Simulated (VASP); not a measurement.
Consider the following.

```xyz
2
Lattice="0.0000 3.0892 3.0892 3.0892 0.0000 3.0892 3.0892 3.0892 0.0000" Properties=species:S:1:pos:R:3 pbc="T T T"
In     0.0000     0.0000     0.0000
As     1.5446     1.5446     1.5446
```

Computed with HSE06 screened hybrid with spin-orbit coupling, VASP's PBE PAW potentials (set 64) (plane waves; VASP). Settings: 350 eV cut-off, 6×6×6 Γ-centred mesh, Gaussian smearing of 0.050 eV, potentials In_d As.

Task: What does the run give for the energy per atom (σ→0), band gap (over the mesh, the named points and PBE's band edges) with the smallest direct gap where there is one?

Result: 
* **band gap (over the mesh, the named points and PBE's band edges)**: 0.03 eV
* **smallest direct gap (over the mesh, the named points and PBE's band edges)**: 0.03 eV
* **energy per atom (σ→0)**: -4.637 eV/atom

Only differences to runs with the same potentials and settings are physical.

The compound is InAs in the zinc blende structure. It was relaxed first, which changed the volume by +6 %.
